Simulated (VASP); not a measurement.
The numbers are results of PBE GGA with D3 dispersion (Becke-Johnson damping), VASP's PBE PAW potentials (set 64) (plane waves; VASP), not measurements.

Input for VASP

### KPOINTS
```
Automatic mesh
0
Gamma
10 10 10
0 0 0
```

POSCAR:
```
KF
5.350
  0.0000000000   0.5000000000   0.5000000000
  0.5000000000   0.0000000000   0.5000000000
  0.5000000000   0.5000000000   0.0000000000
K F
1 1
Cart
  0.0000000000   0.0000000000   0.0000000000
  0.5000000000   0.5000000000   0.5000000000
```

### INCAR
```
GGA=PE
SYSTEM=KF
ISIF=2   ! forces and stress, cell fixed
ALGO=Normal
LWAVE=F
NELM=100   ! most electronic steps
NEDOS=601   ! DOS grid
LCHARG=T
ISMEAR=-5   ! tetrahedra, Bloechl
LASPH=T
ENCUT=520   ! plane-wave cut-off (eV)
IVDW=12
LORBIT=11
PREC=Accurate
LREAL=F   ! projection in real space or not
EDIFF=1E-7   ! SCF stop (eV)
```

POTCAR, in this order: K_sv F (PBE.64 set). Program: vasp_std.

The run wrote:

File OSZICAR:
```
       N       E                     dE             d eps       ncg     rms          rms(c)
DAV:   1     0.117455537408E+03    0.11746E+03   -0.85990E+03  1128   0.130E+03
DAV:   2    -0.435033248702E+01   -0.12181E+03   -0.11269E+03  1392   0.335E+02
DAV:   3    -0.939121878553E+01   -0.50409E+01   -0.50161E+01  1436   0.644E+01
DAV:   4    -0.955434772037E+01   -0.16313E+00   -0.16301E+00  1756   0.103E+01
DAV:   5    -0.955586990327E+01   -0.15222E-02   -0.15222E-02  1404   0.111E+00    0.632E+00
DAV:   6    -0.831829888934E+01    0.12376E+01   -0.43760E+00  1216   0.184E+01    0.381E+00
DAV:   7    -0.829186829895E+01    0.26431E-01   -0.12198E-01  1524   0.314E+00    0.230E+00
DAV:   8    -0.828911355571E+01    0.27547E-02   -0.54199E-02  1224   0.277E+00    0.204E-01
DAV:   9    -0.829072295484E+01   -0.16094E-02   -0.60490E-03  1556   0.650E-01    0.118E-01
DAV:  10    -0.829128195950E+01   -0.55900E-03   -0.91223E-04  1216   0.303E-01    0.580E-02
DAV:  11    -0.829139734805E+01   -0.11539E-03   -0.36217E-04  1224   0.157E-01    0.214E-02
DAV:  12    -0.829138748678E+01    0.98613E-05   -0.68865E-05  1464   0.706E-02    0.678E-03
DAV:  13    -0.829138711155E+01    0.37523E-06   -0.48970E-06  1228   0.222E-02    0.230E-03
DAV:  14    -0.829138712842E+01   -0.16872E-07   -0.39134E-07  1416   0.581E-03
   1 F= -.86067224E+01 E0= -.86067224E+01  d E =0.000000E+00
```

**OUTCAR**
```
------------------------ aborting loop because EDIFF is reached ----------------------------------------
 Edisp (eV)   -0.31534
  FORCE on cell =-STRESS in cart. coord.  units (eV):
  Direction    XX          YY          ZZ          XY          YZ          ZX
  --------------------------------------------------------------------------------------
  Total      -0.00666    -0.00666    -0.00666     0.00000     0.00000    -0.00000
  in kB      -0.27883    -0.27883    -0.27883     0.00000     0.00000    -0.00000
  external pressure =       -0.28 kB  Pullay stress =        0.00 kB
  volume of cell :       38.28
      direct lattice vectors                 reciprocal lattice vectors
     0.000000000  2.675000000  2.675000000    -0.186915888  0.186915888  0.186915888
     2.675000000  0.000000000  2.675000000     0.186915888 -0.186915888  0.186915888
     2.675000000  2.675000000  0.000000000     0.186915888  0.186915888 -0.186915888
  FREE ENERGIE OF THE ION-ELECTRON SYSTEM (eV)
  ---------------------------------------------------
  free  energy   TOTEN  =        -8.6067224067 eV

  energy  without entropy=       -8.6067224067  energy(sigma->0) =       -8.60672241

 total charge

# of ion       s       p       d       tot
------------------------------------------
    1        1.958   5.593   0.033   7.584
    2        1.730   4.353   0.000   6.083
--------------------------------------------------
tot          3.689   9.945   0.033  13.667
```
(Selected blocks of OUTCAR.)

The compound is KF in the rock salt structure. The cell was not relaxed at this level.
